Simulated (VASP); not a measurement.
# Sn3P2 (R-3m) in VASP: single point with r2SCAN

Aim: the single point of Sn3P2 with r2SCAN.

Everything below comes from runs of VASP 6.6.1. Logs are shortened: lines on timing, memory, paths and dates and some standing lists are left out, and cuts for length are marked.

### 1 Starting point

Symmetry: R-3m, No. 166, trigonal system. The conventional cell has a = 4.053 Å, b = 4.053 Å, c = 25.746 Å, α = 90.00°, β = 90.00°, γ = 120.00°. Sn (site symmetry 3m) has 3 P at 2.72 Å as nearest neighbours. Around Sn (site symmetry -3m) lie 6 P at 2.90 Å. Around P (site symmetry 3m) lie 6 Sn at 2.72 to 2.90 Å.

The cell was built by a generator and needn't be a form met in nature.

### 2 Single point, r2SCAN

INCAR reads:

```
  ALGO = Normal
  EDIFF = 1E-6
  ENCUT = 520
  ISIF = 2
  ISMEAR = 0
  KPAR = 4
  LASPH = True
  LCHARG = False
  LMIXTAU = True
  LREAL = False
  LWAVE = False
  METAGGA = R2SCAN
  NBANDS = 34
  NELM = 150
  PREC = Accurate
  SIGMA = 0.1
```

KPOINTS reads:

```
k-points
0
Gamma
  8 8 8
```

POSCAR reads:

```
Sn3P2
1.0
    2.0266330000      1.1700770000      8.5821000000
   -2.0266330000      1.1700770000      8.5821000000
    0.0000000000     -2.3401540000      8.5821000000
Sn P
3 2
Direct
    0.2128750000      0.2128750000      0.2128750000
    0.7871250000      0.7871250000      0.7871250000
    0.0000000000      0.0000000000      0.0000000000
    0.6002230000      0.6002230000      0.6002230000
    0.3997770000      0.3997770000      0.3997770000
```

Potentials or basis: VASP PAW PBE potentials, release 64 (Sn_d, P).

On the command line:

```
cat potpaw_PBE.64/Sn_d/POTCAR potpaw_PBE.64/P/POTCAR > POTCAR
mpirun -np 4 vasp_std > vasp.out
```

OUTCAR:

```text
EDIFF = 1E-6
   ENCUT = 520
   ISIF = 2
   ISMEAR = 0
   LASPH = True
   LREAL = False
   METAGGA = R2SCAN
   NELM = 150
   PREC = Accurate

 ion  position               nearest neighbor table
   1  0.213  0.213  0.213-   4 2.72   4 2.72   4 2.72   2 3.34   2 3.34   2 3.34
   2  0.787  0.787  0.787-   5 2.72   5 2.72   5 2.72   1 3.34   1 3.34   1 3.34
   3  0.000  0.000  0.000-   4 2.90   5 2.90   4 2.90   4 2.90   5 2.90   5 2.90
   4  0.600  0.600  0.600-   1 2.72   1 2.72   1 2.72   3 2.90   3 2.90   3 2.90
   5  0.400  0.400  0.400-   2 2.72   2 2.72   2 2.72   3 2.90   3 2.90   3 2.90

  LATTYP: Found a trigonal (rhomboedric) cell.
 ALAT       =     8.8954348917
 COS(alpha) =     0.8961884094

  Lattice vectors:

 A1 = (   2.0266330000,   1.1700770000,   8.5821000000)
 A2 = (  -2.0266330000,   1.1700770000,   8.5821000000)
 A3 = (   0.0000000000,  -2.3401540000,   8.5821000000)

Analysis of symmetry for initial positions (statically):
=====================================================================
 Subroutine PRICEL returns:
 Original cell was already a primitive cell.

 Routine SETGRP: Setting up the symmetry group for a
 trigonal (rhombohedral) supercell.

 Subroutine GETGRP returns: Found 12 space group operations
 (whereof 12 operations were pure point group operations)
 out of a pool of 12 trial point group operations.

The static configuration has the point symmetry D_3d.

Analysis of symmetry for dynamics (positions and initial velocities):
=====================================================================
 Subroutine PRICEL returns:
 Original cell was already a primitive cell.

 Routine SETGRP: Setting up the symmetry group for a
 trigonal (rhombohedral) supercell.

 Subroutine GETGRP returns: Found 12 space group operations
 (whereof 12 operations were pure point group operations)
 out of a pool of 12 trial point group operations.

The dynamic configuration has the point symmetry D_3d.

 Subroutine INISYM returns: Found 12 space group operations
 (whereof 12 operations are pure point group operations),
 and found     1 'primitive' translations

----------------------------------------------------------------------------------------

                                     Primitive cell

  volume of cell :     122.1053

  direct lattice vectors                    reciprocal lattice vectors
     2.026633000  1.170077000  8.582100000     0.246714625  0.142440768  0.038840532
    -2.026633000  1.170077000  8.582100000    -0.246714625  0.142440768  0.038840532
     0.000000000 -2.340154000  8.582100000     0.000000000 -0.284881536  0.038840532

  length of vectors
     8.895434892  8.895434892  8.895434849     0.287517070  0.287517070  0.287517089

  position of ions in fractional coordinates (direct lattice)
     0.212875000  0.212875000  0.212875000
     0.787125000  0.787125000  0.787125000
     0.000000000  0.000000000  0.000000000
     0.600223000  0.600223000  0.600223000
     0.399777000  0.399777000  0.399777000

  ion indices of the primitive-cell ions
   primitive index   ion index
                 1           1
                 2           2
                 3           3
                 4           4
                 5           5

----------------------------------------------------------------------------------------

 KPOINTS: k-points

Automatic generation of k-mesh.
 Grid dimensions read from file:
 generate k-points for:    8    8    8

 Generating k-lattice:

  Cartesian coordinates                     Fractional coordinates (reciprocal lattice)
     0.030839328  0.017805096  0.004855067     0.125000000 -0.000000000  0.000000000
    -0.030839328  0.017805096  0.004855067    -0.000000000  0.125000000  0.000000000
     0.000000000 -0.035610192  0.004855067     0.000000000  0.000000000  0.125000000

  Length of vectors
     0.035939634  0.035939634  0.035939636

  Shift w.r.t. Gamma in fractional coordinates (k-lattice)
     0.000000000  0.000000000  0.000000000

 Subroutine IBZKPT returns following result:
 ===========================================

 Found     65 irreducible k-points:

 Following reciprocal coordinates:
            Coordinates               Weight
  0.000000  0.000000  0.000000      1.000000
  0.125000  0.000000  0.000000      6.000000
  0.250000  0.000000  0.000000      6.000000
  0.375000  0.000000  0.000000      6.000000
  0.500000  0.000000  0.000000      3.000000
  0.125000  0.125000  0.000000      6.000000
[... 16 lines left out ...]
  0.250000  0.125000  0.125000      6.000000
  0.375000  0.125000  0.125000      6.000000
 [... further k-points ...]
   k-points           NKPTS =     65   k-points in BZ     NKDIM =     65   number of bands    NBANDS=     34
   number of dos      NEDOS =    301   number of ions     NIONS =      5
   total plane-waves  NPLWV = 343000
   dimension x,y,z NGX =    70 NGY =   70 NGZ =   70
   dimension x,y,z NGXF=   140 NGYF=  140 NGZF=  140
   ions per type =               3   2
   NGX,Y,Z   is equivalent  to a cutoff of  13.08, 13.08, 13.08 a.u.
   NGXF,Y,Z  is equivalent  to a cutoff of  26.16, 26.16, 26.16 a.u.
 SYSTEM =  unknown system
   PREC   = accura    normal or accurate (medium, high low for compatibility)
   ISTART =      0    job   : 0-new  1-cont  2-samecut
   ICHARG =      2    charge: 1-file 2-atom 10-const
   ISPIN  =      1    spin polarized calculation?
   LNONCOLLINEAR =      F non collinear calculations
   LSORBIT =      F    spin-orbit coupling
   LASPH  =      T    aspherical Exc in radial PAW
   ENCUT  =  520.0 eV  38.22 Ry    6.18 a.u.  16.54 16.54 16.54*2*pi/ulx,y,z
   NELM   =    150;   NELMIN=  2; NELMDL= -5     # of ELM steps
   EDIFF  = 0.1E-05   stopping-criterion for ELM
   LREAL  =      F    real-space projection
   EDIFFG = 0.1E-04   stopping-criterion for IOM
   NSW    =      0    number of steps for IOM
   IBRION =     -1    ionic relax: 0-MD 1-quasi-New 2-CG
   NFREE  =      0    steps in history (QN), initial steepest desc. (CG)
   ISIF   =      2    stress and relaxation
   ISYM   =      2    0-nonsym 1-usesym 2-fastsym
   POTIM  = 0.5000    time-step for ionic-motion
   TEBEG  =    0.0;   TEEND  =   0.0 temperature during run
   PSTRESS=    0.0 pullay stress
   NELECT =      52.0000    total number of electrons
   NUPDOWN=      -1.0000    fix difference up-down
   EMIN   =  10.00;   EMAX   =-10.00  energy-range for DOS
   EFERMI =   0.00;   METHOD = LEGACY
   ISMEAR =     0;   SIGMA  =   0.10  broadening in eV -4-tet -1-fermi 0-gaus
   EFERMI_NEDOS =   21; number of points for ismear=-14 and -15
   IALGO  =     38    algorithm
   IMIX   =      4    mixing-type and parameters
     AMIX     =   0.40;   BMIX     =  1.00
     AMIX_MAG =   1.60;   BMIX_MAG =  1.00
  volume/ion in A,a.u.               =      24.42       164.80
  Fermi-wavevector in a.u.,A,eV,Ry     =   1.231680  2.327537 20.640516  1.517035
  Thomas-Fermi vector in A             =   2.366480
   LORBIT       =      0    0 simple, 1 ext, 2 COOP (PROOUT), +10 PAW based schemes
   METAGGA = R2SCAN    functional components
   LHFCALC =     F    Hartree Fock is set to
   AEXX    =    0.0000 exact exchange contribution
   IVDW    =     0    specifies the selected vdW correction
   LEPSILON=     F    determine dielectric tensor
   LRPA    =     F    only Hartree local field effects (RPA)
 non-spin polarized calculation
 Gauss-broadening in eV      SIGMA  =   0.10
  energy-cutoff  :      520.00
  volume of cell :      122.11
 maximum number of plane-waves:      3315
 NGX is ok and might be reduce to    70
   NGX = 33   NGY = 33   NGZ = 33

 number of electron      52.0000004 magnetization

 Free energy of the ion-electron system (eV)
  ---------------------------------------------------
  ext. energy  EPLUGINS =         0.00000000
  ---------------------------------------------------
  free energy    TOTEN  =       -92.11582679 eV

  energy without entropy =      -92.11234898  energy(sigma->0) =      -92.11408789

 E-fermi :   7.4047     XC(G=0): -10.7333

 val. band max:        7.3978757186   @ k =  -0.1250   0.5000   0.1250
 cond. band min:       7.4299555271   @ k =   0.0000   0.0000   0.0000
 fundamental gap:      0.0320798084
 Fermi energy:         7.4046547414

 k-point     1 :       0.0000    0.0000    0.0000
  band No.  band energies     occupation
      1     -15.1039      2.00000
      2     -15.1039      2.00000
      3     -15.0892      2.00000
      4     -15.0856      2.00000
      5     -15.0855      2.00000
      6     -15.0666      2.00000
[... 26 lines left out ...]
     33      13.0051      0.00000
     34      13.0233      0.00000

 k-point     2 :       0.1250    0.0000    0.0000
  band No.  band energies     occupation
      1     -15.1070      2.00000
      2     -15.1013      2.00000
      3     -15.0880      2.00000
      4     -15.0856      2.00000
      5     -15.0852      2.00000
      6     -15.0678      2.00000
[... 26 lines left out ...]
     33      11.7823      0.00000
     34      12.1768      0.00000

 k-point     3 :       0.2500    0.0000    0.0000
  band No.  band energies     occupation
      1     -15.1151      2.00000
      2     -15.0995      2.00000
      3     -15.0898      2.00000
      4     -15.0810      2.00000
      5     -15.0802      2.00000
      6     -15.0684      2.00000
[... 26 lines left out ...]
     33      11.8221      0.00000
     34      12.0773      0.00000
[... 704 lines left out ...]
 k-point    23 :       0.2500    0.1250    0.1250
  band No.  band energies     occupation
      1     -15.1073      2.00000
      2     -15.1011      2.00000
      3     -15.0879      2.00000
      4     -15.0853      2.00000
      5     -15.0850      2.00000
      6     -15.0680      2.00000
[... 26 lines left out ...]
     33      11.6080      0.00000
     34      11.7745      0.00000

 k-point    24 :       0.3750    0.1250    0.1250
  band No.  band energies     occupation
      1     -15.1158      2.00000
      2     -15.1001      2.00000
      3     -15.0897      2.00000
      4     -15.0813      2.00000
      5     -15.0792      2.00000
      6     -15.0669      2.00000
[... 26 lines left out ...]
     33      11.7914      0.00000
     34      12.4804      0.00000

 [... further k-points ...]

------------------------ aborting loop because EDIFF is reached ----------------------------------------

  FORCE on cell =-STRESS in cart. coord.  units (eV):
  Direction    XX          YY          ZZ          XY          YZ          ZX
  --------------------------------------------------------------------------------------
  -------------------------------------------------------------------------------------
  Total       -1.1270343     -1.1270341     -0.9784201      0.0000000     -0.0000000      0.0000000
  in kB      -14.7881323    -14.7881296    -12.8381241      0.0000000     -0.0000000      0.0000000
  external PRESSURE =     -14.1381287 kB  Pullay stress =       0.0000000 kB

 VOLUME and BASIS-vectors are now :
 -----------------------------------------------------------------------------
  energy-cutoff  :      520.00
  volume of cell :      122.11
      direct lattice vectors                 reciprocal lattice vectors
     2.026633000  1.170077000  8.582100000     0.246714625  0.142440768  0.038840532
    -2.026633000  1.170077000  8.582100000    -0.246714625  0.142440768  0.038840532
     0.000000000 -2.340154000  8.582100000     0.000000000 -0.284881536  0.038840532

 POSITION                                       TOTAL-FORCE (eV/Angst)
 -----------------------------------------------------------------------------------
      0.00000      0.00000      5.48074         0.000000      0.000000      0.028133
      0.00000      0.00000     20.26556         0.000000      0.000000     -0.028133
      0.00000      0.00000      0.00000        -0.000000      0.000000     -0.000000
      0.00000      0.00000     15.45352         0.000000      0.000000     -0.054556
      0.00000      0.00000     10.29278         0.000000     -0.000000      0.054556
 -----------------------------------------------------------------------------------
    total drift:                               -0.000000     -0.000000      0.000000

  FREE ENERGIE OF THE ION-ELECTRON SYSTEM (eV)
  ---------------------------------------------------
  free  energy   TOTEN  =       -92.1158267936 eV

  energy  without entropy=      -92.1123489790  energy(sigma->0) =      -92.11408789
```

Wall time 28 min (4 MPI ranks of Intel Xeon Platinum 8488C (Sapphire Rapids), shared host); peak memory 0.92 GiB.

What came out:

- Free energy: -92.1158 eV
- Pressure: -1.4 GPa
- Largest force: 0.055 eV/Å
- Band gap on the k mesh: none (metal or under the smearing width)

Forces on the atoms (eV/Å):
```
Sn   0.000  0.000  0.028
Sn   0.000  0.000 -0.028
Sn   0.000  0.000  0.000
P    0.000  0.000 -0.055
P    0.000  0.000  0.055
```

Stress tensor (GPa, compression positive):
```
-1.48  0.00  0.00
 0.00 -1.48  0.00
 0.00  0.00 -1.28
```

Caveat: the PAW data sets were made with another functional, which shifts forces and pressure a little.
